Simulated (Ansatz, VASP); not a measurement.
# Cross-check of Co (Cobalt) between VASP and Ansatz

One calculation is typed for both programs; each brings its own data sets and cutoff. How far apart do they land? The cell is taken from a series of VASP runs on this material, whose earlier steps may have relaxed, scaled or displaced it; both programs get it as it stands.

Main program and level: Ansatz 0.2.0; plane waves, with VASP 6.6.1 beside it; relaxation of cell and atoms at LDA.

### 1. The structure

Symmetry: P6_3/mmc, No. 194, hexagonal system. The conventional cell has a = 2.426 Å, b = 2.426 Å, c = 3.911 Å, α = 90.00°, β = 90.00°, γ = 120.00°. Nearest to Co lie 12 Co at 2.41 to 2.43 Å.

Coordinates:

```xyz
2
Lattice="2.4261 0.0000 0.0000 -1.2131 2.1011 0.0000 0.0000 0.0000 3.9114" Properties=species:S:1:pos:R:3 pbc="T T T"
Co    1.2131    0.7004    2.9336
Co    0.0000    1.4007    0.9779
```

### 2. VASP: relaxation of cell and atoms, LDA

The relaxed volume is the usual yardstick between codes: its relative difference is about their pressure difference at one cell divided by the bulk modulus.

Lines of VASP's logs that name or quote its potential files are left out, and so is its time.

Contents of INCAR:

```
SYSTEM = Co
PREC = Accurate
ENCUT = 520
EDIFF = 1E-07
NELM = 100
ISMEAR = 1
SIGMA = 0.15
LREAL = .FALSE.
ALGO = Normal
GGA = CA
NBANDS = 19
ISPIN = 2
MAGMOM = 2 2
LASPH = .TRUE.
LMAXMIX = 4
LORBIT = 11
LWAVE = .FALSE.
LCHARG = .FALSE.
KPAR = 4
IBRION = 2
NSW = 50
ISIF = 3
EDIFFG = -0.005
```

Contents of POSCAR:

```
Co
1.0
    2.4261398501      0.0000000000      0.0000000000
   -1.2130699250      2.1010987433      0.0000000000
    0.0000000000      0.0000000000      3.9114149461
Co
2
Direct
    0.6666666667      0.3333333333      0.7500000000
    0.3333333333      0.6666666667      0.2500000000
```

Contents of KPOINTS:

```
Automatic mesh
0
Gamma
22 22 12
0 0 0
```

Potentials, in the order of the species: Co (LDA family, release 64).

Started as:

```sh
$ mpirun -np 4 vasp_std
```

Numbers of over 12 decimals in the logs are rounded to 6 here.

Log:

```text
[banner, memory and clock lines left out]
running    4 mpi-ranks, on    1 nodes
 distrk:  each k-point on    1 cores,    4 groups
 distr:  one band on    1 cores,    1 groups

 POSCAR found type information on POSCAR Co
 POSCAR found :  1 types and       2 ions
 LDA part: xc-table for (Slater(with rela. corr.)+CA(PZ))
 , standard interpolation
 POSCAR, INCAR and KPOINTS ok, starting setup
 FFT: planning ... GRIDC
 FFT: planning ... GRID_SOFT
 FFT: planning ... GRID
 WAVECAR not read
 entering main loop
       N       E                     dE             d eps       ncg     rms          rms(c)
DAV:   1     0.820531646034E+02    0.82053E+02   -0.83551E+03 29344   0.135E+03
DAV:   2    -0.143420488480E+02   -0.96395E+02   -0.86968E+02 27922   0.225E+02
DAV:   3    -0.184654932209E+02   -0.41234E+01   -0.39715E+01 30637   0.580E+01
DAV:   4    -0.185286790058E+02   -0.63186E-01   -0.63139E-01 34223   0.623E+00
DAV:   5    -0.185304169065E+02   -0.17379E-02   -0.17378E-02 32059   0.964E-01    0.168E+01
DAV:   6    -0.166497471058E+02    0.18807E+01   -0.76286E+00 30490   0.596E+01    0.702E+00
DAV:   7    -0.162986359333E+02    0.35111E+00   -0.11566E+00 32493   0.211E+01    0.409E+00
DAV:   8    -0.162685535579E+02    0.30082E-01   -0.12046E-02 42320   0.109E+00    0.193E+00
DAV:   9    -0.162520728158E+02    0.16481E-01   -0.19430E-03 46739   0.873E-01    0.468E-01
DAV:  10    -0.162512364105E+02    0.83641E-03   -0.39345E-04 36323   0.239E-01    0.840E-02
DAV:  11    -0.162511843366E+02    0.52074E-04   -0.17040E-05 42023   0.417E-02    0.374E-02
DAV:  12    -0.162511722544E+02    0.12082E-04   -0.43292E-06 38847   0.219E-02    0.173E-02
DAV:  13    -0.162511721206E+02    0.13381E-06   -0.74326E-07 38910   0.104E-02    0.608E-03
DAV:  14    -0.162511719650E+02    0.15559E-06   -0.11849E-07 23357   0.498E-03    0.114E-03
DAV:  15    -0.162511719571E+02    0.78767E-08   -0.17380E-08 15386   0.142E-03
   1 F= -.16251172E+02 E0= -.16252259E+02  d E =-.162512E+02  mag=     2.9910
 curvature:   0.00 expect dE= 0.000E+00 dE for cont linesearch  0.000E+00
 trial: gam= 0.00000 g(F)=  0.403E-53 g(S)=  0.305E-05 ort = 0.000E+00 (trialstep = 0.100E+01)
 search vector abs. value=  0.305E-05
 reached required accuracy - stopping structural energy minimisation
```

OUTCAR, selected parts (step 2):

```text
ion  position               nearest neighbor table
   1  0.667  0.333  0.750-   2 2.41   2 2.41   2 2.41   2 2.41   2 2.41   2 2.41
   2  0.333  0.667  0.250-   1 2.41   1 2.41   1 2.41   1 2.41   1 2.41   1 2.41

  LATTYP: Found a hexagonal cell.
 ALAT       =     2.4261398501
 C/A-ratio  =     1.6121968179

 Subroutine GETGRP returns: Found 24 space group operations
 (whereof 12 operations were pure point group operations)

The static configuration has the point symmetry D_3d.
 The point group associated with its full space group is D_6h.

 Found    364 irreducible k-points:

   k-points           NKPTS =    364   k-points in BZ     NKDIM =    364   number of bands    NBANDS=     19

   dimension x,y,z NGX =    18 NGY =   18 NGZ =   30
   dimension x,y,z NGXF=    36 NGYF=   36 NGZF=   60

   ENCUT  =  520.0 eV  38.22 Ry    6.18 a.u.   4.51  4.51  7.27*2*pi/ulx,y,z

   NELECT =      18.0000    total number of electrons

 k-points in reciprocal lattice and weights: Automatic mesh
   0.00000000  0.00000000  0.00000000       0.000
   0.04545455  0.00000000  0.00000000       0.001
   0.09090909  0.00000000  0.00000000       0.001
   0.13636364  0.00000000  0.00000000       0.001
   0.18181818  0.00000000  0.00000000       0.001
   0.22727273  0.00000000  0.00000000       0.001
   0.27272727  0.00000000  0.00000000       0.001
   0.31818182  0.00000000  0.00000000       0.001
   0.36363636  0.00000000  0.00000000       0.001
[...]
0.36363636  0.27272727  0.50000000       0.001
   0.31818182  0.31818182  0.50000000       0.001

 average (electrostatic) potential at core
       1 -77.0313       2 -77.0313

 E-fermi :  11.1373

 spin component 1
 k-point     1 :       0.0000    0.0000    0.0000
  band No.  band energies     occupation
    ...
      8       9.3689      1.00000
      9       9.3689      1.00000
     10      10.6583      1.00003
     11      10.6583      1.00003
     12      11.0954      0.72660
     13      18.4470      0.00000
     14      33.8185      0.00000
     15      37.1473      0.00000
     16      37.1473      0.00000
     17      37.1737      0.00000
    ...

 k-point     2 :       0.0455    0.0000    0.0000
  band No.  band energies     occupation
    ...
      7       9.0053      1.00000
      8       9.3271      1.00000
      9       9.3431      1.00000
     10      10.1357      1.00000
     11      10.6699      1.00005
     12      11.7083     -0.00000
     13      18.4564      0.00000
     14      33.3989      0.00000
     15      35.5699      0.00000
     16      36.0992      0.00000
    ...

 k-point     3 :       0.0909    0.0000    0.0000
  band No.  band energies     occupation
    ...
      7       9.1072      1.00000
      8       9.1292      1.00000
      9       9.2708      1.00000
     10       9.6243      1.00000
     11      10.7007      1.00015
     12      12.5641     -0.00000
     13      18.4869      0.00000
     14      31.9275      0.00000
     15      34.5451      0.00000
     16      34.6544      0.00000
    ...

 k-point     4 :       0.1364    0.0000    0.0000
  band No.  band energies     occupation
    ...
      7       9.0384      1.00000
      8       9.1642      1.00000
      9       9.2705      1.00000
     10       9.3971      1.00000
     11      10.7424      1.00063
     12      13.4926     -0.00000
     13      18.5437      0.00000
     14      29.8817      0.00000
     15      33.2516      0.00000
     16      34.0039      0.00000
    ...

 k-point     5 :       0.1818    0.0000    0.0000
  band No.  band energies     occupation
    ...
      7       9.1865      1.00000
      8       9.2404      1.00000
      9       9.2645      1.00000
     10       9.4854      1.00000
     11      10.7864      1.00230
     12      14.4814      0.00000
     13      18.6340      0.00000
     14      27.7488      0.00000
     15      31.9314      0.00000
     16      33.5243      0.00000
    ...

 k-point     6 :       0.2273    0.0000    0.0000
  band No.  band energies     occupation
    ...
      7       9.1427      1.00000
      8       9.4777      1.00000
      9       9.4999      1.00000
     10       9.7383      1.00000
     11      10.8270      1.00635
     12      15.5243      0.00000
     13      18.7597      0.00000
     14      25.6700      0.00000
     15      30.7128      0.00000
     16      32.9282      0.00000
    ...

  Total        0.0062637      0.0062637      0.0069263      0.0000000      0.0000000     -0.0000000
  in kB        0.5033179      0.5033179      0.5565610      0.0000000      0.0000000     -0.0000000
  external PRESSURE =       0.5210656 kB  Pullay stress =       0.0000000 kB

  energy-cutoff  :      520.00
  volume of cell :       19.94
      direct lattice vectors                 reciprocal lattice vectors
     2.426139850  0.000000000  0.000000000     0.412177394  0.237970729  0.000000000
    -1.213069925  2.101098743  0.000000000     0.000000000  0.475941458  0.000000000
     0.000000000  0.000000000  3.911414946     0.000000000  0.000000000  0.255661957

 POSITION                                       TOTAL-FORCE (eV/Angst)
 -----------------------------------------------------------------------------------
      1.21307      0.70037      2.93356         0.000000      0.000000      0.000000
     -0.00000      1.40073      0.97785        -0.000000      0.000000      0.000000
 -----------------------------------------------------------------------------------
    total drift:                                0.000000     -0.000000     -0.000000

  FREE ENERGIE OF THE ION-ELECTRON SYSTEM (eV)
  ---------------------------------------------------
  free  energy   TOTEN  =       -16.2511719571 eV

  energy  without entropy=      -16.2544316295  energy(sigma->0) =      -16.25225851

 reached required accuracy - stopping structural energy minimisation

 total charge
# of ion       s       p       d       tot
------------------------------------------
    1        0.525   0.593   7.342   8.460
    2        0.525   0.593   7.342   8.460
--------------------------------------------------
tot          1.050   1.186  14.683  16.920

 magnetization (x)
# of ion       s       p       d       tot
------------------------------------------
    1       -0.014  -0.040   1.541   1.488
    2       -0.014  -0.040   1.541   1.488
--------------------------------------------------
tot         -0.027  -0.079   3.083   2.976

[... 6 further parts left out ...]
```

CONTCAR:

```
Co
   1.00000000000000
     2.4261398501000002    0.0000000000000000    0.0000000000000000
    -1.2130699250000001    2.1010987433000001    0.0000000000000000
     0.0000000000000000    0.0000000000000000    3.9114149460999998
  Co
     2
Direct
     0.6666666667000030    0.3333333332999970    0.7500000000000000
     0.3333333332999970    0.6666666667000030    0.2500000000000000
```

(Part 1 of 2 ends here.)

[Lines on the potential files, build, host, timing and source positions are cut from VASP's logs without a mark.]

[Logs are printed without paths, hosts, clocks, repeated set-up lines and the standing remarks that a program may print on its own settings, such as how far it seeks lower states.]

[Hosts, paths, dates, database ids (printed as entryN), source tags and the programs' standing remarks are cut or masked in the printed files.]
